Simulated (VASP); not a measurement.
Data:

```
WS2
1.0
    3.19363     0.00000     0.00000
   -1.59682     2.76577     0.00000
    0.00000     0.00000    12.51476
W S
2 4
Cartesian
  1.59682   0.92192   9.38607
  0.00000   1.84385   3.12869
  1.59682   0.92192   4.73058
  0.00000   1.84385  10.98796
  0.00000   1.84385   7.78418
  1.59682   0.92192   1.52680
```

These are optB88-vdW, VASP's PBE PAW potentials (set 64) (plane waves; VASP 6.6.1) values and carry that method's errors. Run with PREC = Normal, EDIFF = 1E-5, 400 eV cut-off, 11×11×3 Γ-centred mesh, Gaussian smearing of 0.050 eV, potentials W_sv S.

Problem. The ions are relaxed. Give the cell that the relaxation ends in.

Solution. 
```
WS2
1.0
    3.19363     0.00000     0.00000
   -1.59682     2.76577     0.00000
    0.00000     0.00000    12.51476
W S
2 4
Direct
  0.66667   0.33333   0.75000
  0.33333   0.66667   0.25000
  0.66667   0.33333   0.37610
  0.33333   0.66667   0.87610
  0.33333   0.66667   0.62390
  0.66667   0.33333   0.12390
```
Space group P6_3/mmc (194), at a tolerance of 0.03 Å.

Problem. How much energy does the relaxation gain?

Solution. The energy (σ→0) changes by -3.6 meV/atom, in 3 ionic steps.

The compound is WS2 in the 2H layered structure. This run relaxes the ions in a fixed cell. Symmetry was kept, so distortions that lower it aren't found.
